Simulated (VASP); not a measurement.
OSZICAR of a VASP run on CoSn (atoms displaced from the space group 191 structure):

**OSZICAR**
```
       N       E                     dE             d eps       ncg     rms          rms(c)
DAV:   1     0.575701673889E+03    0.57570E+03   -0.23033E+04  3500   0.193E+03
DAV:   2     0.435938906275E+02   -0.53211E+03   -0.52069E+03  3444   0.519E+02
DAV:   3    -0.358835382001E+02   -0.79477E+02   -0.78015E+02  3608   0.198E+02
DAV:   4    -0.391898695720E+02   -0.33063E+01   -0.32832E+01  4057   0.464E+01
DAV:   5    -0.392879612432E+02   -0.98092E-01   -0.98004E-01  4854   0.700E+00    0.161E+01
DAV:   6    -0.412385868008E+02   -0.19506E+01   -0.41795E+01  3951   0.584E+01    0.176E+01
DAV:   7    -0.367415527023E+02    0.44970E+01   -0.21583E+01  3946   0.537E+01    0.917E+00
DAV:   8    -0.374015527469E+02   -0.66000E+00   -0.74159E+00  4330   0.369E+01    0.132E+01
DAV:   9    -0.362758730745E+02    0.11257E+01   -0.46541E+00  4267   0.198E+01    0.205E+00
DAV:  10    -0.363459505186E+02   -0.70077E-01   -0.75874E-01  4324   0.933E+00    0.407E+00
DAV:  11    -0.362457963349E+02    0.10015E+00   -0.39468E-01  4340   0.742E+00    0.738E-01
DAV:  12    -0.362430878284E+02    0.27085E-02   -0.26161E-02  3611   0.138E+00    0.314E-01
DAV:  13    -0.362423072428E+02    0.78059E-03   -0.37431E-03  4651   0.612E-01    0.650E-02
DAV:  14    -0.362423337092E+02   -0.26466E-04   -0.54341E-04  3734   0.256E-01    0.287E-02
DAV:  15    -0.362423314315E+02    0.22777E-05   -0.64905E-05  4270   0.752E-02    0.222E-02
DAV:  16    -0.362423304331E+02    0.99831E-06   -0.13600E-05  4358   0.518E-02    0.522E-03
DAV:  17    -0.362423302742E+02    0.15896E-06   -0.16068E-06  2180   0.115E-02
   1 F= -.36242330E+02 E0= -.36242788E+02  d E =0.137168E-02
       N       E                     dE             ncg
       N       E                     dE             ncg
```

Which electronic solver shows in the log?

It is blocked Davidson (ALGO = Normal, or the opening steps of other solvers). The INCAR had ALGO = Normal.

How was spin treated?

Without spin polarisation: there is no mag entry.

Can the final energy be trusted as converged?

Self-consistency was reached. It stopped with EDIFF = 1E-6, NELM = 100 (PBEsol GGA, plane waves, VASP's PBE PAW potentials (set 64)).

The structure comes from a computed database's CoSn entry; how it stands against other phases isn't given here. The cell was not relaxed at this level. The k-mesh is coarse (spacing up to 0.35 per Å, 2π included), so the numbers may not be converged in it. The run is one of a series of settings (KPOINTS 4×4×5 Γ-centred mesh against the base run), some of them coarse on purpose. The run is not spin-polarised, so no magnetic state was tried. The electron count is odd and the run is not spin-polarised, which forces a metal.
